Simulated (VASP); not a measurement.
# CsSi3 (P-3m1) in VASP: further runs

One crystal, CsSi3, is run at these levels: PBEsol; tasks: relaxation of cell and atoms.

Everything below comes from runs of VASP 6.6.1. Logs are shortened: lines on timing, memory, paths and dates and some standing lists are left out, and cuts for length are marked.

## Step 1: Starting point

The structure is trigonal, space group P-3m1 (No. 164). The conventional cell has a = 4.079 Å, b = 4.079 Å, c = 7.552 Å, α = 90.00°, β = 90.00°, γ = 120.00°. Cs (site symmetry -3m) has 8 Si at 3.78 Å and 6 Cs at 4.08 Å as nearest neighbours. Si (site symmetry -3m) is surrounded by 6 Si at 2.49 Å. Si (site symmetry 3m) is surrounded by 3 Si at 2.49 Å.

The cell was built by a generator and needn't be a form met in nature.

## Step 2: Relaxation of cell and atoms, PBEsol, target pressure 5 GPa, at which the enthalpy is minimised

File INCAR:

```
PREC     = Accurate       # precision mode
ENCUT    = 600            # plane-wave cutoff, eV
EDIFF    = 1E-6           # SCF threshold, eV
ISMEAR   = -1             # smearing method
SIGMA    = 0.05           # smearing width, eV
LREAL    = False          # projectors in reciprocal space
LASPH    = True           # aspherical terms in the spheres
NELM     = 80             # most SCF steps
ALGO     = Fast           # electronic algorithm
ISIF     = 3              # what is computed and relaxed
LWAVE    = False          # write WAVECAR
LCHARG   = False          # write CHGCAR
GGA      = PS             # functional
IBRION   = 2              # ionic algorithm
NSW      = 40             # ionic steps
EDIFFG   = -0.01          # ionic threshold
PSTRESS  = 50
```

File KPOINTS:

```
regular mesh
0
Gamma
  6 6 3
```

File POSCAR:

```
CsSi3
1.0
    4.0788500000      0.0000000000      0.0000000000
   -2.0394200000      3.5323900000      0.0000000000
    0.0000000000      0.0000000000      7.5518000000
Cs Si
1 3
Direct
    0.0000000000      0.0000000000      0.5000000000
    0.0000000000      0.0000000000      0.0000000000
    0.3333300000      0.6666700000      0.1090400000
    0.6666700000      0.3333300000      0.8909600000
```

Potentials or basis: VASP PAW PBE potentials, release 64 (Cs_sv, Si).

Run with:

```bash
> cat potpaw_PBE.64/Cs_sv/POTCAR potpaw_PBE.64/Si/POTCAR > POTCAR
> mpirun -np 1 vasp_std > vasp.out
```

OUTCAR:

```text
PREC = Accurate
   ENCUT = 600
   EDIFF = 1E-6
   ISMEAR = -1
   LREAL = False
   LASPH = True
   NELM = 80
   ISIF = 3
   GGA = PS
   IBRION = 2
   NSW = 40
   EDIFFG = -0.01
   PSTRESS = 50

 ion  position               nearest neighbor table
   1  0.000  0.000  0.500-
   2  0.000  0.000  0.000-   3 2.49   4 2.49   3 2.49   4 2.49   4 2.49   3 2.49
   3  0.333  0.667  0.109-   2 2.49   2 2.49   2 2.49   4 2.87   4 2.87   4 2.87
   4  0.667  0.333  0.891-   2 2.49   2 2.49   2 2.49   3 2.87   3 2.87   3 2.87

  LATTYP: Found a hexagonal cell.
 ALAT       =     4.0788500000
 C/A-ratio  =     1.8514532282

  Lattice vectors:

 A1 = (   4.0788500000,   0.0000000000,   0.0000000000)
 A2 = (  -2.0394200000,   3.5323900000,   0.0000000000)
 A3 = (   0.0000000000,   0.0000000000,   7.5518000000)

Analysis of symmetry for initial positions (statically):
=====================================================================
 Subroutine PRICEL returns:
 Original cell was already a primitive cell.

 Routine SETGRP: Setting up the symmetry group for a
 hexagonal supercell.

 Subroutine GETGRP returns: Found  4 space group operations
 (whereof  4 operations were pure point group operations)
 out of a pool of 24 trial point group operations.

The static configuration has the point symmetry C_2h.

Analysis of symmetry for dynamics (positions and initial velocities):
=====================================================================
 Subroutine PRICEL returns:
 Original cell was already a primitive cell.

 Routine SETGRP: Setting up the symmetry group for a
 hexagonal supercell.

 Subroutine GETGRP returns: Found  4 space group operations
 (whereof  4 operations were pure point group operations)
 out of a pool of 24 trial point group operations.

The dynamic configuration has the point symmetry C_2h.

 Subroutine INISYM returns: Found  4 space group operations
 (whereof  4 operations are pure point group operations),
 and found     1 'primitive' translations

----------------------------------------------------------------------------------------

                                     Primitive cell

  volume of cell :     108.8070

  direct lattice vectors                    reciprocal lattice vectors
     4.078850000  0.000000000  0.000000000     0.245167143  0.141546877  0.000000000
    -2.039420000  3.532390000  0.000000000     0.000000000  0.283094449  0.000000000
     0.000000000  0.000000000  7.551800000     0.000000000  0.000000000  0.132418761

  length of vectors
     4.078850000  4.078849476  7.551800000     0.283094412  0.283094449  0.132418761

  position of ions in fractional coordinates (direct lattice)
     0.000000000  0.000000000  0.500000000
     0.000000000  0.000000000  0.000000000
     0.333330000  0.666670000  0.109040000
     0.666670000  0.333330000  0.890960000

  ion indices of the primitive-cell ions
   primitive index   ion index
                 1           1
                 2           2
                 3           3
                 4           4

----------------------------------------------------------------------------------------

 KPOINTS: regular mesh

Automatic generation of k-mesh.
 Grid dimensions read from file:
 generate k-points for:    6    6    3

 Generating k-lattice:

  Cartesian coordinates                     Fractional coordinates (reciprocal lattice)
     0.040861190  0.023591146  0.000000000     0.166666667  0.000000000  0.000000000
     0.000000000  0.047182408  0.000000000     0.000000000  0.166666667  0.000000000
     0.000000000  0.000000000  0.044139587     0.000000000  0.000000000  0.333333333

  Length of vectors
     0.047182402  0.047182408  0.044139587

  Shift w.r.t. Gamma in fractional coordinates (k-lattice)
     0.000000000  0.000000000  0.000000000

 Subroutine IBZKPT returns following result:
 ===========================================

 Found     34 irreducible k-points:

 Following reciprocal coordinates:
            Coordinates               Weight
  0.000000  0.000000  0.000000      1.000000
  0.166667  0.000000  0.000000      4.000000
 -0.166667  0.166667  0.000000      2.000000
  0.333333 -0.000000  0.000000      4.000000
 -0.333333  0.333333  0.000000      2.000000
  0.500000  0.000000  0.000000      2.000000
[... 16 lines left out ...]
  0.500000  0.000000  0.333333      4.000000
  0.500000  0.500000  0.333333      2.000000
 [... further k-points ...]
   k-points           NKPTS =     34   k-points in BZ     NKDIM =     34   number of bands    NBANDS=     14
   number of dos      NEDOS =    301   number of ions     NIONS =      4
   total plane-waves  NPLWV =  77760
   dimension x,y,z NGX =    36 NGY =   36 NGZ =   60
   dimension x,y,z NGXF=    72 NGYF=   72 NGZF=  120
   ions per type =               1   3
   NGX,Y,Z   is equivalent  to a cutoff of  14.67, 14.67, 13.21 a.u.
   NGXF,Y,Z  is equivalent  to a cutoff of  29.35, 29.35, 26.42 a.u.
 SYSTEM =  unknown system
   PREC   = accura    normal or accurate (medium, high low for compatibility)
   ISTART =      0    job   : 0-new  1-cont  2-samecut
   ICHARG =      2    charge: 1-file 2-atom 10-const
   ISPIN  =      1    spin polarized calculation?
   LNONCOLLINEAR =      F non collinear calculations
   LSORBIT =      F    spin-orbit coupling
   LASPH  =      T    aspherical Exc in radial PAW
   ENCUT  =  600.0 eV  44.10 Ry    6.64 a.u.   8.15  8.15 15.08*2*pi/ulx,y,z
   NELM   =     80;   NELMIN=  2; NELMDL= -5     # of ELM steps
   EDIFF  = 0.1E-05   stopping-criterion for ELM
   LREAL  =      F    real-space projection
   EDIFFG = -.1E-01   stopping-criterion for IOM
   NSW    =     40    number of steps for IOM
   IBRION =      2    ionic relax: 0-MD 1-quasi-New 2-CG
   NFREE  =      1    steps in history (QN), initial steepest desc. (CG)
   ISIF   =      3    stress and relaxation
   ISYM   =      2    0-nonsym 1-usesym 2-fastsym
   POTIM  = 0.5000    time-step for ionic-motion
   TEBEG  =    0.0;   TEEND  =   0.0 temperature during run
   PSTRESS=   50.0 pullay stress
   NELECT =      21.0000    total number of electrons
   NUPDOWN=      -1.0000    fix difference up-down
   EMIN   =  10.00;   EMAX   =-10.00  energy-range for DOS
   EFERMI =   0.00;   METHOD = LEGACY
   ISMEAR =    -1;   SIGMA  =   0.05  broadening in eV -4-tet -1-fermi 0-gaus
   EFERMI_NEDOS =   21; number of points for ismear=-14 and -15
   IALGO  =     68    algorithm
   IMIX   =      4    mixing-type and parameters
     AMIX     =   0.40;   BMIX     =  1.00
     AMIX_MAG =   1.60;   BMIX_MAG =  1.00
  volume/ion in A,a.u.               =      27.20       183.57
  Fermi-wavevector in a.u.,A,eV,Ry     =   0.946082  1.787837 12.178193  0.895072
  Thomas-Fermi vector in A             =   2.074046
   LORBIT       =      0    0 simple, 1 ext, 2 COOP (PROOUT), +10 PAW based schemes
   GGA     = PS    functional components
   LHFCALC =     F    Hartree Fock is set to
   AEXX    =    0.0000 exact exchange contribution
   IVDW    =     0    specifies the selected vdW correction
   LEPSILON=     F    determine dielectric tensor
   LRPA    =     F    only Hartree local field effects (RPA)
 conjugate gradient relaxation of ions
 non-spin polarized calculation
 RMM-DIIS sequential band-by-band and
  energy-cutoff  :      600.00
  volume of cell :      108.81
 maximum number of plane-waves:      3645
 NGX is ok and might be reduce to    36
   NGX = 17   NGY = 17   NGZ = 31

--------------------------------------- Ionic step        1  -------------------------------------------

 number of electron      21.0000000 magnetization

 Free energy of the ion-electron system (eV)
  ---------------------------------------------------
  ext. energy  EPLUGINS =         0.00000000
  ---------------------------------------------------
  free energy    TOTEN  =       -16.98188238 eV

  energy without entropy =      -16.94916128  energy(sigma->0) =      -16.96552183

------------------------ aborting loop because EDIFF is reached ----------------------------------------

  FORCE on cell =-STRESS in cart. coord.  units (eV):
  Direction    XX          YY          ZZ          XY          YZ          ZX
  --------------------------------------------------------------------------------------
  -------------------------------------------------------------------------------------
  Total       -0.7809543     -0.7812019     -0.9850646     -0.0002147      0.0000029     -0.0000051
  in kB      -11.4995096    -11.5031557    -14.5050228     -0.0031611      0.0000434     -0.0000752
  external PRESSURE =     -62.5025627 kB  Pullay stress =      50.0000000 kB
[... 103 lines left out ...]
  energy  without entropy=      -16.8353753629  energy(sigma->0) =      -16.84903886

  enthalpy is  TOTEN    =       -13.8668491296 eV   P V=        2.9958532282

[... ionic steps 4 to 22 ...]

--------------------------------------- Ionic step       23  -------------------------------------------

 number of electron      21.0000000 magnetization

------------------------ aborting loop because EDIFF is reached ----------------------------------------
[... 75 lines left out ...]
--------------------------------------- Ionic step       25  -------------------------------------------

 number of electron      21.0000000 magnetization

 Free energy of the ion-electron system (eV)
  ---------------------------------------------------
  ext. energy  EPLUGINS =         0.00000000
  ---------------------------------------------------
  free energy    TOTEN  =       -16.86393375 eV

  energy without entropy =      -16.84780082  energy(sigma->0) =      -16.85586729

 E-fermi :   6.1224     XC(G=0):  -9.7241

 val. band max:        6.0055367521   @ k =  -0.1667   0.3333   0.0000
 cond. band min:       6.1844758125   @ k =   0.0000   0.0000   0.3333
 fundamental gap:      0.1789390604
 Fermi energy:         6.1223909974

 k-point     1 :       0.0000    0.0000    0.0000
  band No.  band energies     occupation
      1     -17.1788      2.00000
      2      -6.9566      2.00000
      3      -4.6365      2.00000
      4      -2.9512      2.00000
      5      -2.9474      2.00000
      6      -0.5279      2.00000
      7       2.8917      2.00000
      8       4.3906      2.00000
      9       4.4207      2.00000
     10       5.4074      2.00000
     11       5.4080      2.00000
     12       6.9065      0.00000
     13       7.9303      0.00000
     14       8.1347      0.00000
[... 377 lines left out ...]
      1     -16.8391      2.00000
      2      -5.2104      2.00000
      3      -4.3714      2.00000
      4      -3.5924      2.00000
      5      -3.4523      2.00000
      6      -3.1630      2.00000
      7       0.8870      2.00000
      8       1.8472      2.00000
      9       2.0226      2.00000
     10       4.4471      2.00000
     11       5.0309      2.00000
     12       6.5685      0.00027
     13       7.2265      0.00000
     14       8.1244      0.00000

 [... further k-points ...]

------------------------ aborting loop because EDIFF is reached ----------------------------------------

  FORCE on cell =-STRESS in cart. coord.  units (eV):
  Direction    XX          YY          ZZ          XY          YZ          ZX
  --------------------------------------------------------------------------------------
  -------------------------------------------------------------------------------------
  Total        2.9108644      2.9058226      2.8922836     -0.0043632     -0.0028841      0.0049954
  in kB       50.3511202     50.2639092     50.0297168     -0.0754725     -0.0498878      0.0864080
  external PRESSURE =       0.2149154 kB  Pullay stress =      50.0000000 kB
[... 23 lines left out ...]
  energy  without entropy=      -16.8478008240  energy(sigma->0) =      -16.85586729

  enthalpy is  TOTEN    =       -13.9733681012 eV   P V=        2.8905656450

 reached required accuracy - stopping structural energy minimisation
```

Run time: 14 min. Hardware: 1 thread of Intel Xeon Platinum 8488C (Sapphire Rapids), shared host; peak memory 0.32 GiB.

What came out:

| Property | Result |
| --- | --- |
| Free energy | -16.8639 eV |
| Relaxed volume | 23.16 Å³/atom |
| Relaxed cell | a = 3.805 Å, b = 3.805 Å, c = 7.392 Å, α = 89.97°, β = 90.03°, γ = 120.07° |
| Space group after relaxing (to 0.05 Å) | P-3m1 (No. 164) |
| Energy change on relaxing (the enthalpy is what falls) | +29.5 meV/atom |
| Ionic steps | 25 |
| Pressure after relaxing | 5.0 GPa |
| Largest force after relaxing | 0.004 eV/Å |
| Band gap on the k mesh | none (metal or under the smearing width) |

Forces on the atoms (eV/Å):
```
Cs   0.000  0.000  0.000
Si   0.000  0.000  0.000
Si  -0.001  0.001  0.004
Si   0.001 -0.001 -0.004
```

The path:
| step | energy change (eV) | largest force (eV/Å) | pressure (GPa) | volume (Å³) |
| --- | --- | --- | --- | --- |
| 1 | 0.0000 | 0.0014 | -1.25 | 108.81 |
| 2 | 0.2368 | 0.6158 | 7.38 | 92.94 |
| 3 | 0.1192 | 0.4660 | 5.08 | 96.00 |
| 4 | 0.1173 | 0.2675 | 5.08 | 95.13 |
| 5 | 0.1322 | 0.1101 | 5.15 | 94.44 |
| 6 | 0.1312 | 0.1168 | 5.15 | 94.47 |
| 7 | 0.1195 | 0.1005 | 4.89 | 94.77 |
| 8 | 0.0875 | 0.0624 | 4.16 | 95.66 |
| 9 | 0.0734 | 0.0535 | 3.82 | 96.10 |
| 10 | 0.0728 | 0.0565 | 3.81 | 96.10 |
| 11 | 0.0710 | 0.0650 | 3.79 | 96.10 |
| 12 | 0.0670 | 0.0768 | 3.75 | 96.10 |
| 13 | 0.0586 | 0.0859 | 3.60 | 96.10 |
| 14 | 0.0414 | 0.0580 | 3.19 | 96.09 |
| 15 | 0.0539 | 0.3833 | 2.45 | 95.97 |
| 16 | 0.0351 | 0.0492 | 2.92 | 96.06 |
| 17 | 0.0507 | 0.0875 | 3.29 | 95.21 |
| 18 | 0.0772 | 0.1524 | 3.80 | 94.20 |
| 19 | 0.0859 | 0.0941 | 4.14 | 93.78 |
| 20 | 0.1075 | 0.0194 | 4.82 | 92.97 |
| 21 | 0.1107 | 0.0333 | 4.91 | 92.86 |
| 22 | 0.1119 | 0.0276 | 4.93 | 92.82 |
| 23 | 0.1156 | 0.0127 | 4.99 | 92.70 |
| 24 | 0.1234 | 0.0177 | 5.09 | 92.45 |
| 25 | 0.1179 | 0.0040 | 5.02 | 92.62 |

Final structure:
```
CELL_PARAMETERS angstrom
3.80510 -0.00229 -0.00109
-1.90453 3.29417 0.00109
-0.00204 0.00118 7.39203
ATOMIC_POSITIONS crystal
Cs 0.00000 0.00000 0.50000
Si 0.00000 0.00000 0.00000
Si 0.33306 0.66694 0.13358
Si 0.66694 0.33306 0.86642
```

Caveat: the cell is relaxed towards a set pressure, so the enthalpy falls and the energy may rise; the PAW data sets were made with another functional, which shifts forces and pressure a little.

## Step 3: Relaxation of cell and atoms, PBEsol, target pressure 10 GPa, at which the enthalpy is minimised

INCAR: that of step 2 with these lines changed.

```diff
@@ -16,2 +16,2 @@
 EDIFFG   = -0.01          # ionic threshold
-PSTRESS  = 50
+PSTRESS  = 100
```

KPOINTS is that of step 2.

POSCAR is that of step 2.

Potentials or basis: VASP PAW PBE potentials, release 64 (Cs_sv, Si).

Run with:

```bash
> cat potpaw_PBE.64/Cs_sv/POTCAR potpaw_PBE.64/Si/POTCAR > POTCAR
> mpirun -np 1 vasp_std > vasp.out
```

It took 12 min on 1 thread of Intel Xeon Platinum 8488C (Sapphire Rapids), shared host; peak memory 0.31 GiB.

It converged, with:

* Free energy: -16.5698 eV
* Relaxed volume: 21.55 Å³/atom
* Relaxed cell: a = 3.718 Å, b = 3.718 Å, c = 7.201 Å, α = 89.99°, β = 90.01°, γ = 120.02°
* Space group after relaxing (to 0.05 Å): P-3m1 (No. 164)
* Energy change on relaxing (the enthalpy is what falls): +103.0 meV/atom
* Ionic steps: 26
* Pressure after relaxing: 10.0 GPa
* Largest force after relaxing: 0.003 eV/Å
* Band gap on the k mesh: none (metal or under the smearing width)

Forces in eV/Å, atoms in the order of the input:
```
Cs   0.000  0.000  0.000
Si   0.000  0.000  0.000
Si   0.000  0.000  0.003
Si   0.000  0.000 -0.003
```

The path:
| step | energy change (eV) | largest force (eV/Å) | pressure (GPa) | volume (Å³) |
| --- | --- | --- | --- | --- |
| 1 | 0.0000 | 0.0014 | -1.25 | 108.81 |
| 2 | 1.1868 | 1.4085 | 20.38 | 81.41 |
| 3 | 0.3963 | 0.7896 | 9.98 | 90.01 |
| 4 | 0.3998 | 0.4060 | 10.04 | 88.73 |
| 5 | 0.4367 | 0.1727 | 10.19 | 87.95 |
| 6 | 0.4340 | 0.1852 | 10.18 | 87.99 |
| 7 | 0.4105 | 0.1723 | 9.83 | 88.27 |
| 8 | 0.3436 | 0.1293 | 8.77 | 89.11 |
| 9 | 0.2130 | 0.0603 | 6.51 | 90.75 |
| 10 | 0.2108 | 0.7537 | 2.55 | 93.89 |
| 11 | 0.1999 | 0.0408 | 6.12 | 90.95 |
| 12 | 0.1991 | 0.0471 | 6.10 | 90.95 |
| 13 | 0.1968 | 0.0644 | 6.04 | 90.97 |
| 14 | 0.1926 | 0.1017 | 5.93 | 91.01 |
| 15 | 0.1864 | 0.1855 | 5.71 | 91.08 |
| 16 | 0.1897 | 0.1814 | 5.79 | 90.98 |
| 17 | 0.2001 | 0.1707 | 6.03 | 90.67 |
| 18 | 0.2224 | 0.1497 | 6.51 | 90.05 |
| 19 | 0.2731 | 0.1079 | 7.52 | 88.82 |
| 20 | 0.4008 | 0.0236 | 9.75 | 86.39 |
| 21 | 0.4173 | 0.0140 | 10.02 | 86.12 |
| 22 | 0.4112 | 0.0174 | 9.93 | 86.22 |
| 23 | 0.4110 | 0.0157 | 9.93 | 86.22 |
| 24 | 0.4106 | 0.0099 | 9.95 | 86.23 |
| 25 | 0.4097 | 0.0010 | 9.94 | 86.25 |
| 26 | 0.4121 | 0.0031 | 9.98 | 86.21 |

Final structure:
```xyz
4
Lattice="3.7184 -0.0006 -0.0003 -1.8597 3.2199 0.0003 -0.0006 0.0003 7.2008" Properties=species:S:1:pos:R:3 pbc="T T T"
Cs   -0.0003    0.0002    3.6004
Si    0.0000    0.0000    0.0000
Si   -0.0009    2.1467    0.9967
Si    1.8590    1.0729    6.2041
```

Levels at points of the mesh, in eV from the Fermi level:
```
           k point  band 7  band 8  band 9  band 10  band 11  band 12  band 13  band 14
(0.00, 0.00, 0.00)   -3.28   -1.58   -1.57    -0.58    -0.58     0.88     2.11     2.45
(0.50, 0.00, 0.00)   -5.64   -4.05   -3.70    -1.52    -0.35    -0.32     0.75     2.39
(0.50, 0.50, 0.00)   -5.64   -4.04   -3.70    -1.52    -0.35    -0.32     0.76     2.39
```

Caveat: the cell is relaxed towards a set pressure, so the enthalpy falls and the energy may rise; the volume moved by over 15 % at a fixed basis, so the end points are rough; the PAW data sets were made with another functional, which shifts forces and pressure a little. The run has no spin-orbit coupling, so splittings on Cs are missing.
